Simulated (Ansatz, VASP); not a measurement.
# Zn11Co2 (Zn11Co2 (I-43m)): VASP beside Ansatz

Aim: how closely do two programs agree when they are given the same cell, functional and k mesh? The structure shown is the start of the Ansatz relaxation below; VASP solves that cell, so the two are compared at the walk's first step.

Method: plane waves, with VASP 6.6.1 beside it; single point at r2SCAN, in Ansatz 0.2.0.

### 1. Set-up

Symmetry: I-43m, No. 217, cubic system. The conventional cell has a = 8.827 Å, b = 8.827 Å, c = 8.827 Å, α = 90.00°, β = 90.00°, γ = 90.00°. Zn has 9 Zn at 2.56 to 2.76 Å and 2 Co at 2.68 Å nearest. Nearest to Zn lie 9 Zn at 2.56 to 2.58 Å and 3 Co at 2.58 Å. Nearest to Zn lie 2 Co at 2.50 to 2.55 Å and 8 Zn at 2.56 to 2.76 Å. Nearest to Co lie 12 Zn at 2.50 to 2.68 Å. Farther neighbours are not listed.

### 2. Ansatz: relaxation, r2SCAN

Ansatz runs on its PAW soft_1 files.

The two programs are compared at the cell with which this relaxation starts, whose forces are those of its first step.

input.yaml

```yaml
crystal:
  lattice:
    - [-4.4136985, 4.4136985, 4.4136985]
    - [4.4136985, -4.4136985, 4.4136985]
    - [4.4136985, 4.4136985, -4.4136985]
  atoms:
    - { symbol: Zn, position: [0.0, 0.64567921, 0.64567921] }
    - { symbol: Zn, position: [0.35432079, 0.35432079, 0.0] }
    - { symbol: Zn, position: [0.64567921, 0.0, 0.64567921] }
    - { symbol: Zn, position: [0.64567921, 0.64567921, 0.0] }
    - { symbol: Zn, position: [0.35432079, 0.0, 0.35432079] }
    - { symbol: Zn, position: [0.0, 0.35432079, 0.35432079] }
    - { symbol: Zn, position: [0.79327684, 0.79327684, 0.79327684] }
    - { symbol: Zn, position: [0.20672316, 0.0, 0.0] }
    - { symbol: Zn, position: [0.0, 0.20672316, 0.0] }
    - { symbol: Zn, position: [0.0, 0.0, 0.20672316] }
    - { symbol: Zn, position: [0.2575221, 0.2575221, 0.6097178] }
    - { symbol: Zn, position: [0.7424779, 1.0, 0.3521957] }
    - { symbol: Zn, position: [1.0, 0.7424779, 0.3521957] }
    - { symbol: Zn, position: [0.7424779, 0.3521957, 1.0] }
    - { symbol: Zn, position: [0.2575221, 0.6097178, 0.2575221] }
    - { symbol: Zn, position: [1.0, 0.3521957, 0.7424779] }
    - { symbol: Zn, position: [0.3521957, 0.7424779, 1.0] }
    - { symbol: Zn, position: [0.3521957, 1.0, 0.7424779] }
    - { symbol: Zn, position: [0.6097178, 0.2575221, 0.2575221] }
    - { symbol: Zn, position: [0.6478043, 0.6478043, 0.3902822] }
    - { symbol: Zn, position: [0.6478043, 0.3902822, 0.6478043] }
    - { symbol: Zn, position: [0.3902822, 0.6478043, 0.6478043] }
    - { symbol: Co, position: [0.0, 0.0, 0.65620681] }
    - { symbol: Co, position: [0.0, 0.65620681, 0.0] }
    - { symbol: Co, position: [0.65620681, 0.0, 0.0] }
    - { symbol: Co, position: [0.34379319, 0.34379319, 0.34379319] }
basis:
  ecutwfc: 500
  xc_grid: 2
hamiltonian:
  xc: r2scan
  pseudopotentials: { kind: paw, azcp: { folder: soft_1 } }
kpoints:
  mp_grid: { grid: [6, 6, 6] }
scf:
  occupations: { method: fermi_dirac, width: 0.05 }
  max_iter: 150
output:
  forces: true
  stress: true
relax:
  f_tol: 0.01
  max_steps: 60
  cell: {}
checkpoint:
  write: "../r2scan.run"
  compress: false
  write_wavefunctions: false
  write_every: 100000
```

Run with:

```bash
> ansatz run input.yaml --threads 4 --pin off --max-ram 6594MiB --backend cpu --events-out ev --progress --plain --runs-dir out
```

Numbers of over 12 decimals in the logs are rounded to 6 here.

Output:

```text
Engine: ansatz 0.2.0, x86_64-unknown-linux-gnu
Pseudopotentials: kind: paw
Pseudopotential: Zn, paw, valence charge 12, recommended cutoff 500 eV (meta_gga), soft_1/Zn.paw.azcp
Pseudopotential: Co, paw, valence charge 17, recommended cutoff 500 eV (meta_gga), soft_1/Co.paw.azcp
Functional definition: r2SCAN
  parameter k0 = 0.174
  parameter k1 = 0.065
  parameter a1 = 4.9479
  exchange = r2scan_x(k0 = k0, k1 = k1, a1 = a1)
  correlation = r2scan_c
Crystal: 26 atoms, lattice volume = 343.928 Å³
Basis set: ecut = 500 eV, 8685 PW (Γ), exchange–correlation on 120×120×120 points (8 copies of the dense FFT grid, shifted against one another)
Bands: 200, of which v1, the nominal top of the filled ones, is band 166 counted from 1 (165 counted from 0)
Symmetry: 24 space group operations
Space group: I-43m (ITA 217), of the structure as read, at distance tolerance 7.0e-5 Å
k-points: 16 of 216 (time reversal used)
Non-local potential: Zn, projectors of the file, l = 0: 2, l = 1: 2, l = 2: 3, l = 3: 1
Non-local potential: Co, projectors of the file, l = 0: 3, l = 1: 2, l = 2: 3, l = 3: 1
PAW form: soft (Blöchl's): semilocal exchange-correlation on the pseudo side does not see the compensation charge
PAW frozen core: Zn, regenerated for the run's functional (the file was generated under x = pbe(κ = 0.804, μ = 0.219515), c = pbe(β = 0.066725))
PAW frozen core: Co, regenerated for the run's functional (the file was generated under x = pbe(κ = 0.804, μ = 0.219515), c = pbe(β = 0.066725))
PAW one-centre angular grid: Zn, 590 points (default); XC on 160 Gauss nodes
PAW one-centre angular grid: Co, 590 points (default); XC on 160 Gauss nodes
Initial density: superposition of atomic densities (chi_scale 0.1, normalization cell, long waves kept (reshape's long-wave potential 0.03 eV rms))
Initial wavefunctions: pseudopotential atomic-orbital guess
Functional: x = r2scan, c = r2scan; τ floored in thin density (d = 2e-4 eV/Å³)
SCF iter   1: F=—  HF=-93700.160447 eV  |F-HF|=—  |Δ(HF+E_count)|=         —  Δρ=1.50e-1  dr2=9.15e1  dr2_τ=1.03e0  ethr=3.10e-3  ⟨swp⟩=6.1  Hψ=14923  notcnv=0  defer=123
preconditioner: auto → Kerker (q_TF=auto, 2.712 Å⁻¹)  [metal: Δε(μ)=0.081 eV  Ē_g=10.443 eV  σ=0.050 eV  W_gap=0.38  n_scr=134 (ndim 8)  ℏωp=34.7 eV  f_vac=0.000  D(μ)=6.52/eV (n_scr^D=42)]
SCF iter   2: F=—  HF=-93706.796388 eV  |F-HF|=—  |Δ(HF+E_count)|=    6.64e0  Δρ=2.74e-1  dr2=1.90e2  dr2_τ=1.85e0  ethr=3.10e-3  ⟨swp⟩=4.6  Hψ=7042  notcnv=0  defer=406  recentre
SCF iter   3: F=—  HF=-93694.585832 eV  |F-HF|=—  |Δ(HF+E_count)|=    1.22e1  Δρ=6.89e-2  dr2=2.44e1  dr2_τ=6.30e-2  ethr=3.10e-3  ⟨swp⟩=3.5  Hψ=6860  notcnv=0  defer=327
SCF iter   4: F=—  HF=-93692.710409 eV  |F-HF|=—  |Δ(HF+E_count)|=    1.88e0  Δρ=3.21e-2  dr2=2.11e0  dr2_τ=3.47e-2  ethr=3.10e-3  ⟨swp⟩=2.0  Hψ=3811  notcnv=0  defer=396
SCF iter   5: F=—  HF=-93692.692064 eV  |F-HF|=—  |Δ(HF+E_count)|=   1.83e-2  Δρ=2.71e-2  dr2=1.67e0  dr2_τ=2.17e-2  ethr=6.36e-4  ⟨swp⟩=3.0  Hψ=4350  notcnv=0  defer=375
SCF iter   6: F=—  HF=-93692.811811 eV  |F-HF|=—  |Δ(HF+E_count)|=   1.20e-1  Δρ=1.86e-2  dr2=1.50e0  dr2_τ=1.52e-2  ethr=5.04e-4  ⟨swp⟩=2.9  Hψ=5473  notcnv=0  defer=375
SCF iter   7: F=—  HF=-93692.768898 eV  |F-HF|=—  |Δ(HF+E_count)|=   4.29e-2  Δρ=1.51e-2  dr2=8.32e-1  dr2_τ=3.72e-3  ethr=4.53e-4  ⟨swp⟩=1.0  Hψ=3680  notcnv=0  defer=375
SCF iter   8: F=—  HF=-93692.729503 eV  |F-HF|=—  |Δ(HF+E_count)|=   3.94e-2  Δρ=3.88e-3  dr2=6.35e-2  dr2_τ=2.92e-4  ethr=2.51e-4  ⟨swp⟩=2.0  Hψ=3102  notcnv=0  defer=378
SCF iter   9: F=—  HF=-93692.725303 eV  |F-HF|=—  |Δ(HF+E_count)|=   4.20e-3  Δρ=9.56e-4  dr2=5.18e-3  dr2_τ=2.62e-5  ethr=1.91e-5  ⟨swp⟩=1.4  Hψ=2859  notcnv=0  defer=378
SCF iter  10: F=—  HF=-93692.724979 eV  |F-HF|=—  |Δ(HF+E_count)|=   3.25e-4  Δρ=2.83e-4  dr2=2.80e-4  dr2_τ=1.24e-6  ethr=1.56e-6  ⟨swp⟩=2.0  Hψ=3144  notcnv=0  defer=378
[...]
SCF iter   9: F=-93692.728184 eV  HF=-93692.728184 eV  |F-HF|=6.37e-9  |Δ(HF+E_count)|=   2.85e-8  Δρ=2.64e-6  dr2=1.74e-8  dr2_τ=2.36e-10  ethr=1.53e-11  ⟨swp⟩=3.1  Hψ=13788  notcnv=0
SCF 3 converged in 9 iterations: F = -93692.728184 eV  dr2 = 1.74e-8
  greatest PAW one-centre occupation: 1.001 electrons in one spin orbital (limit 2), on the Co atom at site 25 (counted from 0), in its partial waves of l = 1
relax step   3: F+E_penalty+E_count = -93692.72818352 eV  Δ(F+E_penalty+E_count) = -6.855e-4 eV  max|allowed force component| = 3.990e-3 eV/Å  Δτ_max = 0.0029 Å  P = +0.019 GPa  Ω = 342.817 Å³  energy of the carried Pulay correction = +5.980e-4 eV  (9 SCF iters, dr2 threshold 5.09e-8 eV, accepted)
Initial wavefunctions: pseudopotential atomic-orbital guess (no wavefunctions were taken with the density)
iter 1 solved again at ethr=5.60e-8 eV; its pass at ethr=3.10e-3 eV (dr2=1.86e-4 eV) is discarded
SCF iter   1: F=—  HF=-93692.727354 eV  |F-HF|=—  |Δ(HF+E_count)|=         —  Δρ=9.52e-6  dr2=1.14e-7  dr2_τ=4.00e-8  ethr=5.60e-8  ⟨swp⟩=3.6  Hψ=24664  notcnv=0
preconditioner: auto → Kerker (q_TF=auto, 2.714 Å⁻¹)  [metal: Δε(μ)=0.045 eV  Ē_g=10.972 eV  σ=0.050 eV  W_gap=0.22  n_scr=134 (ndim 8)  ℏωp=34.7 eV  f_vac=0.000  D(μ)=12.38/eV (n_scr^D=86)]
[...]
SCF iter   5: F=—  HF=-93692.727577 eV  |F-HF|=—  |Δ(HF+E_count)|=  5.09e-10  Δρ=1.22e-6  dr2=3.76e-9  dr2_τ=3.16e-11  ethr=2.46e-12  ⟨swp⟩=2.0  Hψ=3611  notcnv=0
SCF iter   6: F=—  HF=-93692.727577 eV  |F-HF|=—  |Δ(HF+E_count)|=   1.35e-9  Δρ=4.43e-7  dr2=5.60e-10  dr2_τ=5.87e-12  ethr=1.13e-12  ⟨swp⟩=2.4  Hψ=5610  notcnv=0
SCF iter   7: F=—  HF=-93692.727577 eV  |F-HF|=—  |Δ(HF+E_count)|=  1.46e-10  Δρ=3.88e-7  dr2=4.26e-10  dr2_τ=2.52e-12  ethr=1.00e-12  ⟨swp⟩=4.0  Hψ=11006  notcnv=0
SCF iter   8: F=-93692.727577 eV  HF=-93692.727577 eV  |F-HF|=1.46e-11  |Δ(HF+E_count)|=  8.73e-11  Δρ=1.18e-7  dr2=4.55e-11  dr2_τ=3.52e-13  ethr=1.00e-12  ⟨swp⟩=3.0  Hψ=11393  notcnv=0
SCF 4 converged in 8 iterations: F = -93692.727577 eV  dr2 = 4.55e-11
relax step   4: F+E_penalty+E_count = -93692.72757706 eV  Δ(F+E_penalty+E_count) = +6.065e-4 eV  max|allowed force component| = 3.970e-3 eV/Å  Δτ_max = 0.0000 Å  P = +0.017 GPa  Ω = 342.817 Å³  stress off target by 1.71e-2 GPa  SCF on the basis re-selected at this cell (its energy is not comparable with the rows above)  (8 SCF iters)
basis re-selected at this cell: Δ(F+E_penalty+E_count) = +6.065e-4 eV, ΔP = -0.002 GPa vs the last step (what re-selecting the basis moved, of the pressure what is left beyond the Pulay correction that the steps carried, after the strain that the cell walked since its last selection, with what the two solves' SCF thresholds leave and, on support functions, any second-order correction that the steps lacked; it is no m [...]
SCF converged after 8 iterations
Free energy (F): -93692.727577 eV
Harris-Foulkes:  -93692.727577 eV  (|F-HF|=1.46e-11)
Internal energy: -93692.624591 eV  (E = F + TS)
E sigma→0 (E₀):  -93692.676084 eV
Entropy (-TS):   -0.102986 eV (-3.961 meV/atom)
Fermi energy:    12.856791 eV
--- Per-component energies (eV) ---
  E_band       = 129.077442
  E_kinetic    = 4423.979898
  E_local      = -50499.132948  (includes V_loc(G=0)·N_el)
  E_nonlocal   = 19859.470817
  E_hartree    = 19901.978316
  E_xc         = -1895.813228
  E_vxc        = -1669.787114  (∫ρ·V_xc dr)
  E_paw        = -48464.343195  (= ΣΔE_a)
  E_vpaw       = -11890.562394  (= ΣTr[D̂ρ^β])
  E_aug_tail   = 0.001256  (compensation charges beyond the density's cutoff)
  E_vtau       = 101.150612  (kinetic-family band-sum trace: ∫τ·v_τ [+ j·A + Jᵃ·Aᵃ] dr)
  E_ewald      = -37013.567116
  E_core_change = -5.198392  (= ΣΔE_core)
  E_smearing   = -0.102986  (= −TS)
  E_closure    = 0.000000  (closes the sum)
  Σ components = -93692.727577   (vs F -93692.727577, Δ=0.00e0)
--- Forces (eV/Å), atoms counted from 1 ---
  atom   1  Zn    -0.00195474     0.00000000    -0.00000000
  atom   2  Zn     0.00000000     0.00000000     0.00195474
  atom   3  Zn     0.00000000    -0.00195474     0.00000000
  atom   4  Zn     0.00000000    -0.00000000    -0.00195474
  atom   5  Zn     0.00000000     0.00195474    -0.00000000
  atom   6  Zn     0.00195474     0.00000000    -0.00000000
  atom   7  Zn     0.00131430     0.00131430     0.00131430
  atom   8  Zn     0.00131430    -0.00131430    -0.00131430
  atom   9  Zn    -0.00131430     0.00131430    -0.00131430
  atom  10  Zn    -0.00131430    -0.00131430     0.00131430
  atom  11  Zn    -0.00082718    -0.00082718    -0.00396983
  atom  12  Zn    -0.00082718     0.00396983     0.00082718
  atom  13  Zn     0.00396983    -0.00082718     0.00082718
  atom  14  Zn    -0.00082718     0.00082718     0.00396983
  atom  15  Zn    -0.00082718    -0.00396983    -0.00082718
  atom  16  Zn     0.00396983     0.00082718    -0.00082718
  atom  17  Zn     0.00082718    -0.00082718     0.00396983
  atom  18  Zn     0.00082718     0.00396983    -0.00082718
  atom  19  Zn    -0.00396983    -0.00082718    -0.00082718
  atom  20  Zn     0.00082718     0.00082718    -0.00396983
  atom  21  Zn     0.00082718    -0.00396983     0.00082718
  atom  22  Zn    -0.00396983     0.00082718     0.00082718
  atom  23  Co    -0.00103337    -0.00103337     0.00103337
  atom  24  Co    -0.00103337     0.00103337    -0.00103337
  atom  25  Co     0.00103337    -0.00103337    -0.00103337
  atom  26  Co     0.00103337     0.00103337     0.00103337
  max |Σ_I F_I| component: 1.43e-17 eV/Å
--- Stress (GPa, compression-positive) ---
        0.017086      -0.000000      -0.000000
       -0.000000       0.017086      -0.000000
       -0.000000      -0.000000       0.017086
  P = ⅓ Tr σ = 0.0171 GPa (0.171 kbar)
--- Relaxed structure (3 steps of the walk, 3 accepted, 1 SCFs on fresh bases) ---
  F+E_penalty+E_count = -93692.72757706 eV   max|allowed force component| = 3.970e-3 eV/Å   (the final SCF, on the basis selected at the relaxed cell)
  cell:  # Å, volume = 342.8166 Å³
    - [-4.408938, 4.408938, 4.408938]
    - [4.408938, -4.408938, 4.408938]
    - [4.408938, 4.408938, -4.408938]
  atoms:
    - { symbol: Zn, position: [0, 0.645869, 0.645869] }
    - { symbol: Zn, position: [0.354131, 0.354131, 0] }
    - { symbol: Zn, position: [0.645869, 0, 0.645869] }
    - { symbol: Zn, position: [0.645869, 0.645869, 0] }
    - { symbol: Zn, position: [0.354131, 0, 0.354131] }
    - { symbol: Zn, position: [0, 0.354131, 0.354131] }
    - { symbol: Zn, position: [0.793378, 0.793378, 0.793378] }
    - { symbol: Zn, position: [0.206622, 0.0, 0.0] }
    - { symbol: Zn, position: [0.0, 0.206622, 0.0] }
    - { symbol: Zn, position: [0.0, 0.0, 0.206622] }
    - { symbol: Zn, position: [0.256871, 0.256871, 0.609414] }
    - { symbol: Zn, position: [0.743129, 1.000000, 0.352543] }
    - { symbol: Zn, position: [1.000000, 0.743129, 0.352543] }
    - { symbol: Zn, position: [0.743129, 0.352543, 1.000000] }
    - { symbol: Zn, position: [0.256871, 0.609414, 0.256871] }
    - { symbol: Zn, position: [1.000000, 0.352543, 0.743129] }
    - { symbol: Zn, position: [0.352543, 0.743129, 1.000000] }
    - { symbol: Zn, position: [0.352543, 1.000000, 0.743129] }
    - { symbol: Zn, position: [0.609414, 0.256871, 0.256871] }
    - { symbol: Zn, position: [0.647457, 0.647457, 0.390586] }
    - { symbol: Zn, position: [0.647457, 0.390586, 0.647457] }
    - { symbol: Zn, position: [0.390586, 0.647457, 0.647457] }
    - { symbol: Co, position: [0.0, 0.0, 0.656409] }
    - { symbol: Co, position: [0.0, 0.656409, 0.0] }
    - { symbol: Co, position: [0.656409, 0.0, 0.0] }
    - { symbol: Co, position: [0.343591, 0.343591, 0.343591] }
```

(Continued in part 2 of 2.)

[Lines on the potential files, build, host, timing and source positions are cut from VASP's logs without a mark.]

[Logs are printed without paths, hosts, clocks, repeated set-up lines and the standing remarks that a program may print on its own settings, such as how far it seeks lower states.]

[Hosts, paths, dates, database ids (printed as entryN), source tags and the programs' standing remarks are cut or masked in the printed files.]
